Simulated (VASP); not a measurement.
Method: PBE GGA with spin-orbit coupling, VASP's PBE PAW potentials (set 64) (plane waves; VASP).

Input for VASP

File POSCAR:
```
BaBr2
1
    4.0981930000     0.0000000000     0.0000000000
   -2.0490960000     3.5491390000     0.0000000000
    0.0000000000     0.0000000000    17.9053550000
Ba Br
1 2
Direct
  0.6666670000   0.3333330000   0.5000000000
  0.3333330000   0.6666670000   0.3909450000
  0.3333330000   0.6666670000   0.6090550000
```

KPOINTS:
```
Regular mesh
0
G
 7 7 1
```

### INCAR
```
SYSTEM = BaBr2
PREC = Accurate
ENCUT = 300
EDIFF = 1E-6
NELM = 100
ALGO = Normal
LREAL = .FALSE.
LASPH = .TRUE.
ISMEAR = 0
SIGMA = 0.136
GGA = PE
LMAXMIX = 4
LWAVE = .FALSE.
LCHARG = .FALSE.
ISIF = 2
LSORBIT = .TRUE.
LNONCOLLINEAR = .TRUE.
MAGMOM = 0.0 0.0 0.0 0.0 0.0 0.0 0.0 0.0 0.0
GGA_COMPAT = .FALSE.
LORBIT = 11
```

POTCAR, in this order: Ba_sv Br (PBE.64 set). Program: vasp_ncl.

Problem. What will the output report for the number of irreducible k-points (NKPTS), largest plane-wave count, number of space-group operations, FFT grid (NGX, NGY, NGZ)?

Solution. 
```
Property                                        Value
--------------------------------------  -------------
number of irreducible k-points (NKPTS)             12
largest plane-wave count                         6176
number of space-group operations                   12
FFT grid (NGX, NGY, NGZ)                24 × 24 × 108
```

The cell is a sheet with vacuum, built from a generated structure.
